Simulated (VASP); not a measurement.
RuSe:

```
CELL_PARAMETERS angstrom
3.18769 0.00000 0.00000
0.00000 3.18769 0.00000
0.00000 0.00000 3.18769
ATOMIC_POSITIONS crystal
Ru 0.00000 0.00000 0.00000
Se 0.50000 0.50000 0.50000
```

The cell comes from a database or a generator and needn't be the stable form of this composition.

Base run:

* Program: VASP 6.6.1
* Functional: PBEsol
* Potentials or basis: VASP PAW PBE potentials, release 64 (Ru_pv, Se)
* Cutoff: 520 eV
* k mesh: 6 × 6 × 6
* Occupations: gaussian, width 0.05 eV
* Spin: collinear spin, ferromagnetic start
* Starting moments: [1.0, 0.0] μB
* Hubbard terms: Ru d U = 7 eV

Its results: band gap on the k mesh none (metal or under the smearing width); pressure -1.0 GPa; net moment 1.86 μB per cell; site moments Ru +1.89; Se -0.03 μB.

Task: The run is repeated on the same cell with these changes: hubbard terms from Ru d U = 7 eV to Ru d U = 3 eV; further incar settings from ALGO = Fast; EDIFF = 1e-06; NBANDS = 21 to ALGO = Normal; EDIFF = 1e-07; NBANDS = 21. What comes out?

Result: Band gap on the k mesh none (metal or under the smearing width); pressure -13.1 GPa; net moment 1.41 μB per cell; site moments Ru +1.45; Se -0.01 μB.

Caveats: the PAW data sets were made with another functional, which shifts forces and pressure a little.

Not every run made on this cell is shown here.
